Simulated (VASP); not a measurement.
**From VASP inputs to Ansatz: BiB (rocksalt)**

INCAR

```
ISIF = 3
LCHARG = .FALSE.
SIGMA = 0.02
LASPH = .TRUE.
EDIFF = 1E-7
ENCUT = 600
LWAVE = .FALSE.
NBANDS = 16
EDIFFG = -5E-3
PREC = Accurate
NELM = 120
GGA = PS
LREAL = .FALSE.
ISMEAR = -1
IBRION = 2
NSW = 40
```

KPOINTS

```
KPOINTS created by Atomic Simulation Environment
0
Gamma
8 8 8
0 0 0
```

POSCAR

```
B  Bi
 1.0000000000000000
     0.0000000000000000    2.6368611645569864    2.6368611645569864
     2.6368611645569864    0.0000000000000000    2.6368611645569864
     2.6368611645569864    2.6368611645569864    0.0000000000000000
 B   Bi
   1   1
Cartesian
  0.0000000000000000 -0.0000000000000000  0.0000000000000000
  2.6368611645569859  2.6368611645569859  2.6368611645569859
```

VASP ran with the recommended PBE PAW datasets (18 valence electrons in the cell).

Question: Translate these files to an Ansatz input.

Answer: 

```yaml
crystal:
  lattice:
    - [0.0, 2.6368611646, 2.6368611646]
    - [2.6368611646, 0.0, 2.6368611646]
    - [2.6368611646, 2.6368611646, 0.0]
  atoms:
    - { symbol: B, position: [0.0, 0.0, 0.0] }
    - { symbol: Bi, position: [0.5, 0.5, 0.5] }
kpoints:
  mp_grid: { grid: [8, 8, 8] }
hamiltonian:
  xc: pbesol
scf:
  occupations: { method: fermi_dirac, width: 0.02 }
relax:
  f_tol: 0.005
  cell: {}
```

Other inputs would serve too.

```
                                              VASP                 Ansatz
relaxed cell vector lengths  3.682, 3.682, 3.682 Å  3.680, 3.680, 3.680 Å
        relaxed cell volume               35.29 Å³               35.25 Å³
```

Each program uses its own PAW datasets. VASP's cell holds 18 valence electrons and Ansatz's 18.
